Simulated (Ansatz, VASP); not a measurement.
# Cross-check of MoSeS (2H-MoSSe 3 layers, 2H (AA')) between VASP and Ansatz, part 2 of 2

Wanted: the spread between two codes on one cell, functional and k mesh. Of the first pair: The structure shown is the start of the Ansatz relaxation below; VASP solves that cell, so the two are compared at the walk's first step.

VASP 6.6.1 and Ansatz 0.2.0.

So far: Set-up; Ansatz: relaxation, PBEsol with D3(BJ).

**3. VASP: single point, PBEsol with D3(BJ), start cell, pair 1**

Level of this step: PBEsol with D3(BJ), no spin polarisation; plane waves and PAW (Se, Mo_sv, S) (VASP).

The same cell, functional, mesh and smearing now go to VASP, with its own data sets.

Lines of VASP's logs that name or quote its potential files are left out, and so is its time.

INCAR reads:

```
SYSTEM = MoSeS
PREC = Accurate
ENCUT = 400
EDIFF = 1E-06
NELM = 120
ISMEAR = -1
SIGMA = 0.05
LREAL = .FALSE.
ALGO = Normal
GGA = PS
IVDW = 12
NBANDS = 48
LASPH = .TRUE.
LORBIT = 11
LWAVE = .FALSE.
LCHARG = .FALSE.
ISIF = 2
LDIPOL = .TRUE.
IDIPOL = 3
DIPOL = 0.5 0.5 0.305
LVHAR = .TRUE.
GGA_COMPAT = .FALSE.
EFERMI = MIDGAP
NELMDL = -8
KPAR = 2
```

POSCAR reads:

```
MoSeS
1.0
    3.2500000000      0.0000000000      0.0000000000
   -1.6250000000      2.8145830000      0.0000000000
    0.0000000000      0.0000000000     56.3584280000
Se Mo S
3 3 3
Direct
    0.3333332149      0.6666664298      0.1596921759
    0.0000000000      0.0000000000      0.2740152901
    0.3333332149      0.6666664298      0.3883384221
    0.0000000000      0.0000000000      0.1917801008
    0.3333332149      0.6666664298      0.3061032327
    0.0000000000      0.0000000000      0.4204263469
    0.3333332149      0.6666664298      0.2198973861
    0.0000000000      0.0000000000      0.3342205180
    0.3333332149      0.6666664298      0.4485436322
```

KPOINTS reads:

```
Automatic mesh
0
Gamma
12 12 1
0 0 0
```

The projector-augmented-wave data sets are Se, Mo_sv and S (PBE family, release 64).

Launch:

```console
$ mpirun -np 2 vasp_std
```

Numbers of over 12 decimals in the logs are rounded to 6 here.

What it wrote:

```text
[banner, memory and clock lines left out]
running    2 mpi-ranks, on    1 nodes
 distrk:  each k-point on    1 cores,    2 groups
 distr:  one band on    1 cores,    1 groups

 POSCAR found type information on POSCAR SeMoS
 POSCAR found :  3 types and       9 ions
|                                                                             |
|               ----> ADVICE to this user running VASP <----                  |
|                                                                             |
|     You enforced a specific xc type in the INCAR file but a different       |
|     [... a line on the potential file left out ...]
|     I HOPE YOU KNOW WHAT YOU ARE DOING!                                     |
|                                                                             |

 LDA part: xc-table for (Slater+PW92), standard interpolation
|                                                                             |
|           W    W    AA    RRRRR   N    N  II  N    N   GGGG   !!!           |
|           W    W   A  A   R    R  NN   N  II  NN   N  G    G  !!!           |
|           W    W  A    A  R    R  N N  N  II  N N  N  G       !!!           |
|           W WW W  AAAAAA  RRRRR   N  N N  II  N  N N  G  GGG   !            |
|           WW  WW  A    A  R   R   N   NN  II  N   NN  G    G                |
|           W    W  A    A  R    R  N    N  II  N    N   GGGG   !!!           |
|                                                                             |
|     One of the lattice vectors is very long (>50 A), but AMIN is rather     |
|     large. This can spoil convergence since charge sloshing might occur     |
|     along the long lattice vector. If problems with convergence are         |
|     observed, try to decrease AMIN to a smaller value (e.g. 0.01).          |
|     Note: This warning only applies if the self-consistency cycle is        |
|     used.                                                                   |
|                                                                             |

 POSCAR, INCAR and KPOINTS ok, starting setup
 FFT: planning ... GRIDC
 FFT: planning ... GRID_SOFT
 FFT: planning ... GRID
 WAVECAR not read
 entering main loop
       N       E                     dE             d eps       ncg     rms          rms(c)
DAV:   1     0.542711118793E+03    0.54271E+03   -0.35491E+04  2432   0.107E+03
DAV:   2    -0.212115988937E+02   -0.56392E+03   -0.55103E+03  2408   0.272E+02
DAV:   3    -0.694904833769E+02   -0.48279E+02   -0.47458E+02  2168   0.721E+01
DAV:   4    -0.711771905229E+02   -0.16867E+01   -0.16724E+01  2392   0.131E+01
DAV:   5    -0.712256420299E+02   -0.48452E-01   -0.48352E-01  2552   0.212E+00
DAV:   6    -0.712269317741E+02   -0.12897E-02   -0.12889E-02  2480   0.332E-01
DAV:   7    -0.712269754879E+02   -0.43714E-04   -0.43692E-04  2616   0.561E-02
DAV:   8    -0.712269773784E+02   -0.18904E-05   -0.18894E-05  2144   0.983E-03    0.325E+01
DAV:   9    -0.685447129807E+02    0.26823E+01   -0.29720E+01  2128   0.247E+01    0.124E+01
DAV:  10    -0.680412401364E+02    0.50347E+00   -0.18621E+01  2072   0.182E+01    0.887E+00
DAV:  11    -0.685944591610E+02   -0.55322E+00   -0.11584E+01  2672   0.149E+01    0.102E+01
DAV:  12    -0.677552800586E+02    0.83918E+00   -0.32815E+01  2736   0.134E+01    0.711E+00
DAV:  13    -0.669631448435E+02    0.79214E+00   -0.24408E+01  2448   0.692E+00    0.174E+00
DAV:  14    -0.669909286291E+02   -0.27784E-01   -0.83549E-01  2312   0.274E+00    0.141E+00
[...]
DAV:  36    -0.669708133567E+02    0.22865E-05   -0.74960E-06  2112   0.945E-03    0.483E-02
DAV:  37    -0.669708235396E+02   -0.10183E-04   -0.28143E-05  2184   0.465E-02    0.435E-02
DAV:  38    -0.669708082803E+02    0.15259E-04   -0.21202E-05  1992   0.192E-02    0.382E-02
DAV:  39    -0.669708164706E+02   -0.81903E-05   -0.74807E-06  2056   0.917E-03    0.307E-02
DAV:  40    -0.669708093992E+02    0.70714E-05   -0.40347E-06  2008   0.127E-02    0.255E-02
DAV:  41    -0.669708009311E+02    0.84680E-05   -0.52004E-06  2096   0.211E-02    0.211E-02
DAV:  42    -0.669707970622E+02    0.38690E-05   -0.74757E-06  2128   0.161E-02    0.161E-02
DAV:  43    -0.669707966247E+02    0.43745E-06   -0.45966E-06  1920   0.731E-03
   1 F= -.70013225E+02 E0= -.70012192E+02  d E =-.206598E-02
```

Parts of OUTCAR (step 3):

```text
ion  position               nearest neighbor table
   1  0.333  0.667  0.160-   4 2.61   4 2.61   4 2.61
   2  0.000  0.000  0.274-   5 2.61   5 2.61   5 2.61
   3  0.333  0.667  0.388-   6 2.61   6 2.61   6 2.61
   4  0.000  0.000  0.192-   7 2.46   7 2.46   7 2.46   1 2.61   1 2.61   1 2.61
   5  0.333  0.667  0.306-   8 2.46   8 2.46   8 2.46   2 2.61   2 2.61   2 2.61
   6  0.000  0.000  0.420-   9 2.46   9 2.46   9 2.46   3 2.61   3 2.61   3 2.61
   7  0.333  0.667  0.220-   4 2.46   4 2.46   4 2.46
   8  0.000  0.000  0.334-   5 2.46   5 2.46   5 2.46
   9  0.333  0.667  0.449-   6 2.46   6 2.46   6 2.46

  LATTYP: Found a hexagonal cell.
 ALAT       =     3.2500000000
 C/A-ratio  =    17.3410547692

 Subroutine GETGRP returns: Found  6 space group operations
 (whereof  6 operations were pure point group operations)

The static configuration has the point symmetry C_3v.

 Found     19 irreducible k-points:

   k-points           NKPTS =     19   k-points in BZ     NKDIM =     19   number of bands    NBANDS=     48

   dimension x,y,z NGX =    24 NGY =   24 NGZ =  378
   dimension x,y,z NGXF=    48 NGYF=   48 NGZF=  756

   ENCUT  =  400.0 eV  29.40 Ry    5.42 a.u.   5.30  5.30 91.91*2*pi/ulx,y,z

   NELECT =      78.0000    total number of electrons

 k-points in reciprocal lattice and weights: Automatic mesh
   0.00000000  0.00000000  0.00000000       0.007
   0.08333333  0.00000000  0.00000000       0.042
   0.16666667  0.00000000  0.00000000       0.042
   0.25000000 -0.00000000  0.00000000       0.042
   0.33333333 -0.00000000  0.00000000       0.042
   0.41666667 -0.00000000  0.00000000       0.042
   0.50000000 -0.00000000  0.00000000       0.021
   0.08333333  0.08333333  0.00000000       0.042
   0.16666667  0.08333333  0.00000000       0.083
[...]
0.33333333  0.25000000  0.00000000       0.083
   0.33333333  0.33333333  0.00000000       0.014

 dipolmoment           0.000000      0.000000      0.093263 electrons x Angstroem

 average (electrostatic) potential at core
       1 -60.0952       2 -59.5591       3 -59.0035       4 -83.5916       5 -83.0359
       6 -82.4831       7 -93.4450       8 -92.8952       9 -92.2981

 E-fermi :  -0.9592

 k-point     1 :       0.0000    0.0000    0.0000
  band No.  band energies     occupation
    ...
     35      -2.0109      2.00000
     36      -1.9662      2.00000
     37      -1.9662      2.00000
     38      -1.5778      1.99999
     39      -1.1286      1.93467
     40       0.5220      0.00000
     41       0.5220      0.00000
     42       0.7199      0.00000
     43       0.7199      0.00000
     44       1.0735      0.00000
    ...

 k-point     2 :       0.0833    0.0000    0.0000
  band No.  band energies     occupation
    ...
     35      -2.1676      2.00000
     36      -2.0883      2.00000
     37      -1.9696      2.00000
     38      -1.5679      1.99999
     39      -1.2149      1.98806
     40       0.2821      0.00000
     41       0.4184      0.00000
     42       0.5275      0.00000
     43       0.7239      0.00000
     44       0.8735      0.00000
    ...

 k-point     3 :       0.1667    0.0000    0.0000
  band No.  band energies     occupation
    ...
     35      -2.4477      2.00000
     36      -2.2764      2.00000
     37      -2.2720      2.00000
     38      -1.8359      2.00000
     39      -1.4459      1.99988
     40      -0.3351      0.00001
     41       0.1666      0.00000
     42       0.2624      0.00000
     43       0.5113      0.00000
     44       0.7359      0.00000
    ...

 Edisp (eV)   -3.04243

  Total     -12.02950   -12.02951   -18.28553     0.00000     0.00000    -0.00000
  in kB     -37.38540   -37.38541   -56.82792     0.00000     0.00000    -0.00000
  external pressure =      -43.87 kB  Pullay stress =        0.00 kB

  energy-cutoff  :      400.00
  volume of cell :      515.53
      direct lattice vectors                 reciprocal lattice vectors
     3.250000000  0.000000000  0.000000000     0.307692308  0.177646209  0.000000000
    -1.625000000  2.814583000  0.000000000     0.000000000  0.355292418  0.000000000
     0.000000000  0.000000000 56.358428000     0.000000000  0.000000000  0.017743575

 POSITION                                       TOTAL-FORCE (eV/Angst)
 -----------------------------------------------------------------------------------
      0.00000      1.87639      9.00000         0.000000     -0.000000      1.831472
      0.00000      0.00000     15.44307        -0.000000     -0.000000      1.707945
      0.00000      1.87639     21.88614        -0.000000     -0.000000      1.683852
      0.00000      0.00000     10.80843        -0.000000     -0.000000     -0.384680
      0.00000      1.87639     17.25150        -0.000000      0.000000     -0.411341
      0.00000      0.00000     23.69457         0.000000     -0.000000     -0.451370
      0.00000      1.87639     12.39307         0.000000     -0.000000     -1.275659
      0.00000      0.00000     18.83614        -0.000000     -0.000000     -1.296922
      0.00000      1.87639     25.27921         0.000000     -0.000000     -1.403298
 -----------------------------------------------------------------------------------
    total drift:                               -0.000000      0.002347     -0.002432

  FREE ENERGIE OF THE ION-ELECTRON SYSTEM (eV)
  ---------------------------------------------------
  free  energy   TOTEN  =       -70.0132245357 eV

  energy  without entropy=      -70.0111585542  energy(sigma->0) =      -70.01219154

 vacuum level on the upper side and lower side of the slab         4.888         3.041

 total charge
# of ion       s       p       d       tot
------------------------------------------
    1        1.482   2.276   0.052   3.810
    2        1.485   2.267   0.054   3.806
    3        1.485   2.268   0.054   3.807
    4        2.266   6.176   3.853  12.296
    5        2.267   6.176   3.854  12.297
    6        2.267   6.177   3.852  12.296
    7        1.357   2.283   0.000   3.640
    8        1.357   2.283   0.000   3.639
    9        1.356   2.286   0.000   3.642
--------------------------------------------------
tot         15.321  32.192  11.720  59.233

[... 3 further parts left out ...]
```

**4. Comparison**

Known differences besides the potentials themselves: Ansatz cuts the interaction across the vacuum, VASP repeats the sheet with a dipole correction; the data sets hold 108 valence electrons in Ansatz (on its default PAW (the set named soft_2) files) and 78 in VASP; the cutoff is 420 eV in Ansatz and 400 eV in VASP; Ansatz makes its cores anew for this functional, VASP keeps those of its PBE data sets. Total energies have different zeros and are not compared.

Forces (eV/Å; atoms numbered as in POSCAR):

| atom | Ansatz x, y, z | VASP x, y, z |
| --- | --- | --- |
| Se1 | 0.000, 0.000, 1.862 | 0.000, 0.000, 1.831 |
| Se2 | 0.000, 0.000, 1.738 | 0.000, 0.000, 1.708 |
| Se3 | 0.000, 0.000, 1.714 | 0.000, 0.000, 1.684 |
| Mo4 | 0.000, 0.000, -0.404 | 0.000, 0.000, -0.385 |
| Mo5 | 0.000, 0.000, -0.432 | 0.000, 0.000, -0.411 |
| Mo6 | 0.000, 0.000, -0.474 | 0.000, 0.000, -0.451 |
| S7 | 0.000, 0.000, -1.285 | 0.000, 0.000, -1.276 |
| S8 | 0.000, 0.000, -1.306 | 0.000, 0.000, -1.297 |
| S9 | 0.000, 0.000, -1.413 | 0.000, 0.000, -1.403 |

The forces differ by 13 meV/Å r.m.s., which is 1.7 % of the r.m.s. force of 0.743 eV/Å (both taken over all components). With vacuum in the cell, a pressure given here is an average over mostly empty space and none of the material.

**5. Ansatz: relaxation, PBEsol with D3(BJ)**

This run makes the geometry at which the two programs are then compared.

The structure compared here is the end of the Ansatz relaxation.

input.yaml reads:

```yaml
crystal:
  lattice:
    - [3.25, 0.0, 0.0]
    - [-1.625, 2.8145825623, 0.0]
    - [0.0, 0.0, 34.2792141347]
  atoms:
    - { symbol: Se, position: [0.3333333333, 0.6666666667, 0.2625497762] }
    - { symbol: Mo, position: [0.0, 0.0, 0.3153055208] }
    - { symbol: S, position: [0.3333333333, 0.6666666667, 0.3615331241] }
    - { symbol: Se, position: [0.0, 0.0, 0.4505083261] }
    - { symbol: Mo, position: [0.3333333333, 0.6666666667, 0.5032640707] }
    - { symbol: S, position: [0.0, 0.0, 0.5494916739] }
    - { symbol: Se, position: [0.3333333333, 0.6666666667, 0.6384668759] }
    - { symbol: Mo, position: [0.0, 0.0, 0.6912226205] }
    - { symbol: S, position: [0.3333333333, 0.6666666667, 0.7374502238] }
  periodic: [true, true, false]
kpoints:
  mp_grid: { grid: [12, 12, 1] }
hamiltonian:
  xc: pbesol
  dispersion: d3bj
scf:
  occupations: { method: fermi_dirac, width: 0.05 }
  convergence: { dr2_threshold: 1.0e-09 }
relax:
  f_tol: 0.004
  max_steps: 90
  cell: {}
output:
  write_potential: true
  write_density: true
  volumetric_format: npy
```

Launch:

```console
$ ansatz run input.yaml --threads 8 --pin off --max-ram 12288MiB --backend cpu --events-out ev --progress --plain --runs-dir out
```

What it wrote:

```text
[...]
SCF iter  10: F=-33630.490730 eV  HF=-33630.490730 eV  |F-HF|=1.67e-9  |Δ(HF+E_count)|=  5.02e-10  Δρ=4.12e-7  dr2=7.01e-10  ethr=1.00e-12  ⟨swp⟩=11.4  Hψ=10722  notcnv=0
SCF 8 converged in 10 iterations: F = -33630.490730 eV  dr2 = 7.01e-10
[...]
- { symbol: S, position: [0.333333, 0.666667, 0.226240] }
    - { symbol: Se, position: [0, -2.17018904013385e-17, 0.275601] }
    - { symbol: Mo, position: [0.333333, 0.666667, 0.305824] }
    - { symbol: S, position: [0, -2.17018904013385e-17, 0.332971] }
    - { symbol: Se, position: [0.333333, 0.666667, 0.382272] }
    - { symbol: Mo, position: [0, -2.1701890401338506e-17, 0.412531] }
    - { symbol: S, position: [0.333333, 0.666667, 0.439710] }
[key lines of the parts left out:]
SCF converged after 7 iterations
Free energy (F): -33630.489792 eV
Fermi energy:    -4.738477 eV
P = ½ c Tr σ = 0.0119 N/m
```

**6. VASP: single point, PBEsol with D3(BJ), relaxed cell, pair 2**

The same cell, functional, mesh and smearing now go to VASP, with its own data sets.

INCAR is that of step 3.

POSCAR reads:

```
MoSeS
1.0
    3.1697708501      0.0000000000      0.0000000000
   -1.5848854250      2.7451020803      0.0000000000
    0.0000000000      0.0000000000     56.3584282719
Se Mo S
3 3 3
Direct
    0.3333333333      0.6666666667      0.1688096614
    0.0000000000      0.0000000000      0.2756007616
    0.3333333333      0.6666666667      0.3822722760
    0.0000000000      0.0000000000      0.1990588528
    0.3333333333      0.6666666667      0.3058239664
    0.0000000000      0.0000000000      0.4125312396
    0.3333333333      0.6666666667      0.2262396392
    0.0000000000      0.0000000000      0.3329708117
    0.3333333333      0.6666666667      0.4397098995
```

KPOINTS is that of step 3.

Launch:

```console
$ mpirun -np 2 vasp_std
```

What it wrote:

```text
[banner, memory and clock lines left out]
running    2 mpi-ranks, on    1 nodes
[...]
[... a notice as in an earlier step ...]

 LDA part: xc-table for (Slater+PW92), standard interpolation
 [... a notice as in an earlier step ...]

 POSCAR, INCAR and KPOINTS ok, starting setup
[...]
entering main loop
       N       E                     dE             d eps       ncg     rms          rms(c)
DAV:   1     0.563048141044E+03    0.56305E+03   -0.36182E+04  2432   0.108E+03
DAV:   2    -0.217820870005E+02   -0.58483E+03   -0.57092E+03  2392   0.279E+02
DAV:   3    -0.694086068328E+02   -0.47627E+02   -0.46867E+02  2144   0.736E+01
DAV:   4    -0.710241596256E+02   -0.16156E+01   -0.16031E+01  2432   0.132E+01
[...]
DAV:  29    -0.674016265085E+02   -0.17206E-05   -0.15475E-08  1248   0.381E-04    0.176E-04
DAV:  30    -0.674016285136E+02   -0.20051E-05   -0.16260E-08  1240   0.309E-04    0.115E-04
DAV:  31    -0.674016289022E+02   -0.38861E-06    0.64930E-09  1104   0.155E-04
   1 F= -.70790931E+02 E0= -.70790304E+02  d E =-.125237E-02
```

OUTCAR, selected parts (step 6):

```text
 Edisp (eV)   -3.38930

  Total      -0.09116    -0.09116    -0.00247    -0.00000    -0.00000     0.00000
  in kB      -0.29782    -0.29782    -0.00807    -0.00000    -0.00000     0.00000
  external pressure =       -0.20 kB  Pullay stress =        0.00 kB

 POSITION                                       TOTAL-FORCE (eV/Angst)
 -----------------------------------------------------------------------------------
     -0.00000      1.83007      9.51385         0.000000     -0.000000     -0.050301
      0.00000      0.00000     15.53243        -0.000000      0.000000     -0.046878
     -0.00000      1.83007     21.54426        -0.000000      0.000000     -0.045920
      0.00000      0.00000     11.21864        -0.000000      0.000000      0.040747
     -0.00000      1.83007     17.23576         0.000000     -0.000000      0.041731
      0.00000      0.00000     23.24961        -0.000000      0.000000      0.044530
     -0.00000      1.83007     12.75051        -0.000000      0.000000      0.003745
      0.00000      0.00000     18.76571        -0.000000      0.000000      0.004678
     -0.00000      1.83007     24.78136         0.000000      0.000000      0.007668
 -----------------------------------------------------------------------------------
    total drift:                                0.000001     -0.000000     -0.000239

  FREE ENERGIE OF THE ION-ELECTRON SYSTEM (eV)
  ---------------------------------------------------
  free  energy   TOTEN  =       -70.7909305054 eV

  energy  without entropy=      -70.7896781329  energy(sigma->0) =      -70.79030432

[... 1 part as in an earlier step ...]

[... 2 further parts left out ...]
[key lines of the parts left out:]
E-fermi :  -0.5606
```

**7. Side by side**

What differs besides the data sets and the points named for the pairs above, as far as they apply: the data sets hold 108 valence electrons in Ansatz (on its default PAW (the set named soft_2) files) and 78 in VASP. Total energies have different zeros and are not compared.

Both answers:

| quantity | Ansatz | VASP | difference |
| --- | --- | --- | --- |
| gap on the k mesh (eV) | 0.233 | 0.257 | -0.024 |

Forces (eV/Å; atoms numbered as in POSCAR):

| atom | Ansatz x, y, z | VASP x, y, z |
| --- | --- | --- |
| Se1 | 0.000, 0.000, -0.001 | 0.000, 0.000, -0.050 |
| Se2 | 0.000, 0.000, -0.002 | 0.000, 0.000, -0.047 |
| Se3 | 0.000, 0.000, 0.000 | 0.000, 0.000, -0.046 |
| Mo4 | 0.000, 0.000, 0.001 | 0.000, 0.000, 0.041 |
| Mo5 | 0.000, 0.000, 0.002 | 0.000, 0.000, 0.042 |
| Mo6 | 0.000, 0.000, 0.001 | 0.000, 0.000, 0.045 |
| S7 | 0.000, 0.000, -0.001 | 0.000, 0.000, 0.004 |
| S8 | 0.000, 0.000, -0.001 | 0.000, 0.000, 0.005 |
| S9 | 0.000, 0.000, 0.000 | 0.000, 0.000, 0.008 |

The forces differ by 21 meV/Å r.m.s., where the r.m.s. force is 0.001 eV/Å in Ansatz and 0.021 eV/Å in VASP: the atoms lie near their places of rest in Ansatz, so a percentage would say little (all taken over all components). A gap on the mesh is an upper bound, since the band edges may lie between its points. With vacuum in the cell, a pressure given here is an average over mostly empty space and none of the material.

**8. Outcome**

```json
{
 "r.m.s. force difference (single point, PBEsol with D3(BJ), start cell, pair 1)": "1.7 % of the r.m.s. force",
 "r.m.s. force difference (single point, PBEsol with D3(BJ), relaxed cell, pair 2)": "21 meV/Å"
}
```

In words: The r.m.s. force difference is 21 meV/Å (single point, PBEsol with D3(BJ), relaxed cell, pair 2), beyond the 12 meV/Å picked in this series as the mark of a large difference. The data sets hold unlike numbers of valence electrons (108 in Ansatz and 78 in VASP), so part of the differences comes from the potentials. What causes the difference of the single point, PBEsol with D3(BJ), relaxed cell, pair 2 pair stays open here. Such differences can come from data sets, numerical settings and the points named under the comparisons, not from the functional's error against experiment.

[Lines on the potential files, build, host, timing and source positions are cut from VASP's logs without a mark.]

[Logs are printed without paths, hosts, clocks, repeated set-up lines and the standing remarks that a program may print on its own settings, such as how far it seeks lower states.]

[Hosts, paths, dates, database ids (printed as entryN), source tags and the programs' standing remarks are cut or masked in the printed files.]
